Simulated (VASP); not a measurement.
# Ta(110) over its thickness, part 5 of 7

How many layers does a slab of Ta(110) need before surface energy, work function and relaxation settle?

VASP 6.6.1; PBE; plane waves and PAW (Ta).

So far. Step 12 (Surface relaxation, layers 8): The run ended after 16 ionic steps, 0.064 eV below its first step, once the forces on the free atoms met EDIFFG = -0.01. Step 13 (The vacuum level, layers 8): The vacuum level lies 4.72 eV above the Fermi level at the upper face; both faces agree, as the slab has next to no dipole.

**14. Surface relaxation, layers 9**

System of this step: Ta(110). The cell holds 9 atoms: 9 Ta. Cell: a = 3.310 Å, b = 2.867 Å, c = 33.724 Å, α = 90.0°, β = 90.0°, γ = 54.7°. It derives from Ta. 9 layers of bcc Ta, cut at this functional's lattice. Vacuum lies along c.

The input, INCAR:

```
SYSTEM = Ta
PREC = Normal
ENCUT = 320
EDIFF = 1E-06
NELM = 120
ISMEAR = 1
SIGMA = 0.15
LREAL = .FALSE.
ALGO = Fast
GGA = PE
NBANDS = 31
LASPH = .TRUE.
LORBIT = 11
LWAVE = .FALSE.
LCHARG = .FALSE.
KPAR = 4
IBRION = 2
NSW = 50
ISIF = 2
EDIFFG = -0.01
POTIM = 0.4
MAXMIX = 40
```

The input, POSCAR:

```
Ta
1.0
    3.3100000000      0.0000000000      0.0000000000
    1.6550000000      2.3405234457      0.0000000000
    0.0000000000      0.0000000000     33.7241875658
Ta
9
Direct
    0.0000000000      0.0000000000      0.2223923100
    0.5000000000      0.0000000000      0.2917942300
    0.0000000000      0.0000000000      0.3611961600
    0.5000000000      0.0000000000      0.4305980800
    0.0000000000      0.0000000000      0.5000000000
    0.5000000000      0.0000000000      0.5694019200
    0.0000000000      0.0000000000      0.6388038400
    0.5000000000      0.0000000000      0.7082057700
    0.0000000000      0.0000000000      0.7776076900
```

The input, KPOINTS:

```
Automatic mesh
0
Gamma
14 14 1
0 0 0
```

The projector-augmented-wave data sets are Ta (PBE family, release 64).

Run with:

```sh
> mpirun -np 4 vasp_std
```

Log:

```text
[banner, memory and clock lines left out]
running    4 mpi-ranks, on    1 nodes
[...]
LDA part: xc-table for (Slater+PW92), standard interpolation
 POSCAR, INCAR and KPOINTS ok, starting setup
[...]
entering main loop
       N       E                     dE             d eps       ncg     rms          rms(c)
DAV:   1     0.933749828779E+02    0.93375E+02   -0.12881E+04  3566   0.784E+02
DAV:   2    -0.941880475053E+02   -0.18756E+03   -0.17542E+03  4843   0.168E+02
DAV:   3    -0.111001212047E+03   -0.16813E+02   -0.15750E+02  5099   0.483E+01
DAV:   4    -0.111936204239E+03   -0.93499E+00   -0.91175E+00  5709   0.108E+01
[...]
RMM:  30    -0.104416646223E+03   -0.64677E-05   -0.77529E-07  2212   0.308E-03    0.137E-03
RMM:  31    -0.104416647259E+03   -0.10357E-05   -0.23346E-07  1984   0.208E-03    0.933E-04
RMM:  32    -0.104416647645E+03   -0.38637E-06   -0.93594E-08  1714   0.166E-03
   1 F= -.10441665E+03 E0= -.10442109E+03  d E =-.104417E+03
[... from here on, the cycles between the ionic steps are left out ...]
   2 F= -.10444831E+03 E0= -.10445268E+03  d E =-.316671E-01
   3 F= -.10447249E+03 E0= -.10447679E+03  d E =-.558392E-01
   4 F= -.10447260E+03 E0= -.10447695E+03  d E =-.559515E-01
   5 F= -.10447600E+03 E0= -.10448047E+03  d E =-.340148E-02
   6 F= -.10447829E+03 E0= -.10448291E+03  d E =-.569571E-02
   7 F= -.10447834E+03 E0= -.10448298E+03  d E =-.574256E-02
   8 F= -.10447892E+03 E0= -.10448356E+03  d E =-.577916E-03
   9 F= -.10447912E+03 E0= -.10448373E+03  d E =-.782358E-03
  10 F= -.10447913E+03 E0= -.10448375E+03  d E =-.790654E-03
  11 F= -.10447939E+03 E0= -.10448398E+03  d E =-.253965E-03
  12 F= -.10448001E+03 E0= -.10448454E+03  d E =-.873519E-03
  13 F= -.10448061E+03 E0= -.10448501E+03  d E =-.147907E-02
  14 F= -.10448063E+03 E0= -.10448498E+03  d E =-.149463E-02
  15 F= -.10448028E+03 E0= -.10448455E+03  d E =0.347759E-03
  16 F= -.10448070E+03 E0= -.10448504E+03  d E =-.763656E-04
[...]
reached required accuracy - stopping structural energy minimisation
```

It took 5.7 min on 4 MPI ranks of Intel Xeon 6975P-C (Granite Rapids), shared host; peak memory 1.2 GiB.

Parts of OUTCAR (step 14):

```text
  Total       -3.1020209     -3.3559632     -0.3513509      0.0000000      0.0000000      0.0000000
  in kB      -19.0227285    -20.5799961     -2.1546125      0.0000000      0.0000000      0.0000000
  external PRESSURE =     -13.9191124 kB  Pullay stress =       0.0000000 kB

 POSITION                                       TOTAL-FORCE (eV/Angst)
 -----------------------------------------------------------------------------------
      0.00000      0.00000      7.61046         0.000000      0.000000     -0.002381
      1.65500      0.00000      9.83553        -0.000000      0.000000      0.003001
      0.00000      0.00000     12.17608         0.000000     -0.000000      0.000098
      1.65500      0.00000     14.51732        -0.000000      0.000000     -0.002033
      0.00000      0.00000     16.86209         0.000000      0.000000      0.000000
      1.65500      0.00000     19.20687         0.000000      0.000000      0.002033
      0.00000      0.00000     21.54811         0.000000      0.000000     -0.000098
      1.65500      0.00000     23.88866        -0.000000      0.000000     -0.003001
      0.00000      0.00000     26.11373         0.000000     -0.000000      0.002381
 -----------------------------------------------------------------------------------
    total drift:                               -0.000000      0.000000      0.000000

  FREE ENERGIE OF THE ION-ELECTRON SYSTEM (eV)
  ---------------------------------------------------
  free  energy   TOTEN  =      -104.4807033333 eV

  energy  without entropy=     -104.4937050852  energy(sigma->0) =     -104.48503725

[... 1 part as in an earlier step ...]

[... 3 further parts left out ...]
[key lines of the parts left out:]
E-fermi :   1.9107
```

The run ended after 16 ionic steps, 0.064 eV below its first step, once the forces on the free atoms met EDIFFG = -0.01.

**15. The vacuum level, layers 9**

Edit INCAR of step 14 so:

```diff
@@ -16,7 +16,6 @@
 KPAR = 4
-IBRION = 2
-NSW = 50
-ISIF = 2
-EDIFFG = -0.01
-POTIM = 0.4
-MAXMIX = 40
+IDIPOL = 3
+LDIPOL = .TRUE.
+DIPOL = 0.5 0.5 0.5
+LVHAR = .TRUE.
+LVACPOTAV = .TRUE.
```

The input, POSCAR:

```
Ta
1.0
    3.3100000000      0.0000000000      0.0000000000
    1.6550000000      2.3405234457      0.0000000000
    0.0000000000      0.0000000000     33.7241875658
Ta
9
Direct
    0.0000000000      0.0000000000      0.2256677221
    0.5000000000      0.0000000000      0.2916461540
    0.0000000000      0.0000000000      0.3610489442
    0.5000000000      0.0000000000      0.4304721101
    0.0000000000      0.0000000000      0.5000000000
    0.5000000000      0.0000000000      0.5695278899
    0.0000000000      0.0000000000      0.6389510558
    0.5000000000      0.0000000000      0.7083538460
    0.0000000000      0.0000000000      0.7743322779
```

KPOINTS is that of step 14.

Run with:

```sh
> mpirun -np 4 vasp_std
```

Log:

```text
[... set-up lines as in an earlier step ...]
 entering main loop
       N       E                     dE             d eps       ncg     rms          rms(c)
DAV:   1     0.959492796509E+02    0.95949E+02   -0.12912E+04  3566   0.784E+02
DAV:   2    -0.940058022193E+02   -0.18996E+03   -0.17774E+03  4851   0.169E+02
DAV:   3    -0.110752888554E+03   -0.16747E+02   -0.15668E+02  5018   0.487E+01
DAV:   4    -0.111765665719E+03   -0.10128E+01   -0.99260E+00  5821   0.112E+01
[...]
RMM:  29    -0.104480696355E+03   -0.88856E-05   -0.76880E-07  2457   0.295E-03    0.946E-04
RMM:  30    -0.104480700942E+03   -0.45869E-05   -0.34159E-07  2055   0.196E-03    0.713E-04
RMM:  31    -0.104480703253E+03   -0.23118E-05   -0.20583E-07  1605   0.153E-03    0.537E-04
WARNING in EDDRMM: call to ZHEGV failed, returncode =   8  4     29
RMM:  32    -0.104480703647E+03   -0.39321E-06   -0.90215E-08  1299   0.133E-03
 [... a notice as in an earlier step ...]

   1 F= -.10448070E+03 E0= -.10448504E+03  d E =0.130010E-01
```

The job ended after 66 s (4 MPI ranks; peak memory 1.1 GiB; 4.3 min of CPU time).

OUTCAR, selected parts (step 15):

```text
  Total       -3.1038065     -3.3574090     -0.3523790     -0.0000000      0.0000000      0.0000000
  in kB      -19.0336790    -20.5888620     -2.1609174     -0.0000000      0.0000000      0.0000000
  external PRESSURE =     -13.9278195 kB  Pullay stress =       0.0000000 kB

 POSITION                                       TOTAL-FORCE (eV/Angst)
 -----------------------------------------------------------------------------------
      0.00000      0.00000      7.61046         0.000000      0.000000     -0.002337
      1.65500      0.00000      9.83553        -0.000000      0.000000      0.002123
      0.00000      0.00000     12.17608         0.000000      0.000000      0.000535
      1.65500      0.00000     14.51732         0.000000      0.000000     -0.002290
      0.00000      0.00000     16.86209         0.000000      0.000000      0.000000
      1.65500      0.00000     19.20687         0.000000      0.000000      0.002290
      0.00000      0.00000     21.54811        -0.000000     -0.000000     -0.000535
      1.65500      0.00000     23.88866        -0.000000      0.000000     -0.002123
      0.00000      0.00000     26.11373         0.000000      0.000000      0.002337
 -----------------------------------------------------------------------------------
    total drift:                               -0.000000     -0.000000     -0.000000

  FREE ENERGIE OF THE ION-ELECTRON SYSTEM (eV)
  ---------------------------------------------------
  free  energy   TOTEN  =      -104.4807036466 eV

  energy  without entropy=     -104.4937046735  energy(sigma->0) =     -104.48503732

[... 2 parts as in an earlier step ...]

[... 1 further part left out ...]
[key lines of the parts left out:]
E-fermi :   1.9106
```

The vacuum level lies 4.73 eV above the Fermi level at the upper face; both faces agree, as the slab has next to no dipole.

The program found no field-free point at its default tolerance, but its printed level agrees with the flat part of the planar average.

**16. Surface relaxation, layers 10**

System of this step: Ta(110). The cell holds 10 atoms: 10 Ta. Its edges and angles: a = 3.310 Å, b = 2.867 Å, c = 36.065 Å, α = 90.0°, β = 90.0°, γ = 54.7°. It derives from Ta. 10 layers of bcc Ta, cut at this functional's lattice. Vacuum lies along c.

The input, INCAR:

```
SYSTEM = Ta
PREC = Normal
ENCUT = 320
EDIFF = 1E-06
NELM = 120
ISMEAR = 1
SIGMA = 0.15
LREAL = .FALSE.
ALGO = Fast
GGA = PE
NBANDS = 35
LASPH = .TRUE.
LORBIT = 11
LWAVE = .FALSE.
LCHARG = .FALSE.
KPAR = 4
IBRION = 2
NSW = 50
ISIF = 2
EDIFFG = -0.01
POTIM = 0.4
MAXMIX = 40
```

The input, POSCAR:

```
Ta
1.0
    3.3100000000      0.0000000000      0.0000000000
    1.6550000000      2.3405234457      0.0000000000
    0.0000000000      0.0000000000     36.0647110115
Ta
10
Direct
    0.5000000000      0.0000000000      0.2079595200
    0.0000000000      0.0000000000      0.2728574000
    0.5000000000      0.0000000000      0.3377552900
    0.0000000000      0.0000000000      0.4026531700
    0.5000000000      0.0000000000      0.4675510600
    0.0000000000      0.0000000000      0.5324489400
    0.5000000000      0.0000000000      0.5973468300
    0.0000000000      0.0000000000      0.6622447100
    0.5000000000      0.0000000000      0.7271426000
    0.0000000000      0.0000000000      0.7920404800
```

KPOINTS is that of step 15.

Run with:

```sh
> mpirun -np 4 vasp_std
```

Log:

```text
[banner, memory and clock lines left out]
running    4 mpi-ranks, on    1 nodes
[...]
LDA part: xc-table for (Slater+PW92), standard interpolation
 POSCAR, INCAR and KPOINTS ok, starting setup
[...]
entering main loop
       N       E                     dE             d eps       ncg     rms          rms(c)
DAV:   1     0.986956823658E+02    0.98696E+02   -0.14585E+04  4014   0.786E+02
DAV:   2    -0.104773307637E+03   -0.20347E+03   -0.18842E+03  5333   0.167E+02
DAV:   3    -0.123333722590E+03   -0.18560E+02   -0.17529E+02  5830   0.472E+01
DAV:   4    -0.124382619220E+03   -0.10489E+01   -0.10230E+01  6393   0.108E+01
[...]
RMM:  32    -0.116279654428E+03   -0.41321E-05   -0.29173E-07  2339   0.186E-03    0.918E-04
RMM:  33    -0.116279656217E+03   -0.17896E-05   -0.18824E-07  2067   0.158E-03    0.846E-04
RMM:  34    -0.116279657148E+03   -0.93014E-06   -0.44733E-08  1527   0.124E-03
   1 F= -.11627966E+03 E0= -.11628351E+03  d E =-.116280E+03
[... from here on, the cycles between the ionic steps are left out ...]
   2 F= -.11631292E+03 E0= -.11631687E+03  d E =-.332581E-01
   3 F= -.11633899E+03 E0= -.11634354E+03  d E =-.593357E-01
   4 F= -.11633905E+03 E0= -.11634365E+03  d E =-.593936E-01
   5 F= -.11634242E+03 E0= -.11634718E+03  d E =-.337029E-02
   6 F= -.11634496E+03 E0= -.11634993E+03  d E =-.590772E-02
   7 F= -.11634505E+03 E0= -.11635006E+03  d E =-.600336E-02
   8 F= -.11634581E+03 E0= -.11635077E+03  d E =-.752741E-03
   9 F= -.11634612E+03 E0= -.11635102E+03  d E =-.106763E-02
  10 F= -.11634630E+03 E0= -.11635119E+03  d E =-.179041E-03
  11 F= -.11634671E+03 E0= -.11635156E+03  d E =-.587694E-03
  12 F= -.11634698E+03 E0= -.11635174E+03  d E =-.854303E-03
  13 F= -.11634706E+03 E0= -.11635182E+03  d E =-.839577E-04
  14 F= -.11634727E+03 E0= -.11635200E+03  d E =-.292293E-03
  15 F= -.11634750E+03 E0= -.11635218E+03  d E =-.527726E-03
  16 F= -.11634753E+03 E0= -.11635218E+03  d E =-.551556E-03
  17 F= -.11634755E+03 E0= -.11635221E+03  d E =-.241552E-04
 trial-energy change:   -0.000024  1 .order   -0.000027   -0.000032   -0.000022
 step:   2.7666(harm=  2.7666)  dis= 0.00204  next Energy=  -116.347576 (dE=-0.483E-04)
 reached required accuracy - stopping structural energy minimisation
```

Run time: 6.8 min. Hardware: 4 MPI ranks; peak memory 1.3 GiB.

OUTCAR, selected parts (step 16):

```text
  Total       -2.7978821     -3.4968692     -0.3509877      0.0000000      0.0000000      0.0000000
  in kB      -16.0441440    -20.0524074     -2.0126999      0.0000000      0.0000000      0.0000000
  external PRESSURE =     -12.7030838 kB  Pullay stress =       0.0000000 kB

 POSITION                                       TOTAL-FORCE (eV/Angst)
 -----------------------------------------------------------------------------------
      1.65500      0.00000      7.61578         0.000000      0.000000     -0.007826
      0.00000      0.00000      9.83738        -0.000000      0.000000     -0.000731
      1.65500      0.00000     12.17729        -0.000000      0.000000      0.006744
      3.31000      0.00000     14.51676         0.000000      0.000000     -0.003279
      1.65500      0.00000     16.86055        -0.000000      0.000000      0.009894
      0.00000      0.00000     19.20416        -0.000000      0.000000     -0.009894
      1.65500      0.00000     21.54795        -0.000000      0.000000      0.003279
      0.00000      0.00000     23.88742        -0.000000      0.000000     -0.006744
      1.65500      0.00000     26.22733        -0.000000      0.000000      0.000731
      0.00000      0.00000     28.44893         0.000000      0.000000      0.007826
 -----------------------------------------------------------------------------------
    total drift:                                0.000000     -0.000000      0.000000

  FREE ENERGIE OF THE ION-ELECTRON SYSTEM (eV)
  ---------------------------------------------------
  free  energy   TOTEN  =      -116.3475517053 eV

  energy  without entropy=     -116.3615158713  energy(sigma->0) =     -116.35220643

[... 1 part as in an earlier step ...]

[... 3 further parts left out ...]
[key lines of the parts left out:]
E-fermi :   2.1479
```

The run ended after 17 ionic steps, 0.068 eV below its first step, once the forces on the free atoms met EDIFFG = -0.01.

**17. The vacuum level, layers 10**

Edit INCAR of step 16 so:

```diff
@@ -16,7 +16,6 @@
 KPAR = 4
-IBRION = 2
-NSW = 50
-ISIF = 2
-EDIFFG = -0.01
-POTIM = 0.4
-MAXMIX = 40
+IDIPOL = 3
+LDIPOL = .TRUE.
+DIPOL = 0.5 0.5 0.5
+LVHAR = .TRUE.
+LVACPOTAV = .TRUE.
```

The input, POSCAR:

```
Ta
1.0
    3.3100000000      0.0000000000      0.0000000000
    1.6550000000      2.3405234457      0.0000000000
    0.0000000000      0.0000000000     36.0647110115
Ta
10
Direct
    0.5000000000      0.0000000000      0.2111697880
    0.0000000000      0.0000000000      0.2727702687
    0.5000000000      0.0000000000      0.3376512023
    0.0000000000      0.0000000000      0.4025198570
    0.5000000000      0.0000000000      0.4675081818
    0.0000000000      0.0000000000      0.5324918182
    0.5000000000      0.0000000000      0.5974801430
    0.0000000000      0.0000000000      0.6623487977
    0.5000000000      0.0000000000      0.7272297313
    0.0000000000      0.0000000000      0.7888302120
```

KPOINTS is that of step 16.

Run with:

```sh
> mpirun -np 4 vasp_std
```

Log:

```text
[... set-up lines as in an earlier step ...]
 entering main loop
       N       E                     dE             d eps       ncg     rms          rms(c)
DAV:   1     0.101419749391E+03    0.10142E+03   -0.14616E+04  4014   0.787E+02
DAV:   2    -0.104443968979E+03   -0.20586E+03   -0.19059E+03  5330   0.168E+02
DAV:   3    -0.123121239106E+03   -0.18677E+02   -0.17642E+02  5781   0.475E+01
DAV:   4    -0.124180984514E+03   -0.10597E+01   -0.10356E+01  6412   0.109E+01
[...]
RMM:  33    -0.116347551621E+03   -0.11538E-05   -0.14665E-07  1838   0.139E-03    0.766E-04
RMM:  34    -0.116347552670E+03   -0.10493E-05   -0.97320E-08  1545   0.122E-03    0.569E-04
RMM:  35    -0.116347552780E+03   -0.10990E-06   -0.34433E-08  1170   0.106E-03
 [... a notice as in an earlier step ...]

   1 F= -.11634755E+03 E0= -.11635221E+03  d E =0.139613E-01
```

It took 82 s on 4 MPI ranks; peak memory 1.3 GiB; 5.4 min of CPU time.

OUTCAR, selected parts (step 17):

```text
  Total       -2.8000324     -3.5000869     -0.3557721      0.0000000      0.0000000      0.0000000
  in kB      -16.0564743    -20.0708590     -2.0401357      0.0000000      0.0000000      0.0000000
  external PRESSURE =     -12.7224897 kB  Pullay stress =       0.0000000 kB

 POSITION                                       TOTAL-FORCE (eV/Angst)
 -----------------------------------------------------------------------------------
      1.65500      0.00000      7.61578         0.000000      0.000000     -0.007875
      0.00000      0.00000      9.83738         0.000000      0.000000     -0.001292
      1.65500      0.00000     12.17729         0.000000      0.000000      0.006546
      0.00000      0.00000     14.51676         0.000000      0.000000     -0.003778
      1.65500      0.00000     16.86055         0.000000      0.000000      0.010399
      0.00000      0.00000     19.20416         0.000000      0.000000     -0.010399
      1.65500      0.00000     21.54795         0.000000      0.000000      0.003778
      0.00000      0.00000     23.88742         0.000000      0.000000     -0.006546
      1.65500      0.00000     26.22733        -0.000000      0.000000      0.001292
      0.00000      0.00000     28.44893        -0.000000      0.000000      0.007875
 -----------------------------------------------------------------------------------
    total drift:                                0.000000     -0.000000      0.000000

  FREE ENERGIE OF THE ION-ELECTRON SYSTEM (eV)
  ---------------------------------------------------
  free  energy   TOTEN  =      -116.3475527801 eV

  energy  without entropy=     -116.3615140688  energy(sigma->0) =     -116.35220654

[... 2 parts as in an earlier step ...]

[... 1 further part left out ...]
[key lines of the parts left out:]
E-fermi :   2.1487
```

The vacuum level lies 4.74 eV above the Fermi level at the upper face; both faces agree, as the slab has next to no dipole.

The program found no field-free point at its default tolerance, but its printed level agrees with the flat part of the planar average.

(Part 5 of 7 ends here.)

[Lines on the potential files, build, host, timing and source positions are cut from VASP's logs without a mark.]

[Logs are printed without paths, hosts, clocks, repeated set-up lines and the standing remarks that a program may print on its own settings, such as how far it seeks lower states.]

[Hosts, paths, dates, database ids (printed as entryN), source tags and the programs' standing remarks are cut or masked in the printed files.]

[Runs that stopped without an error message from VASP are left out.]
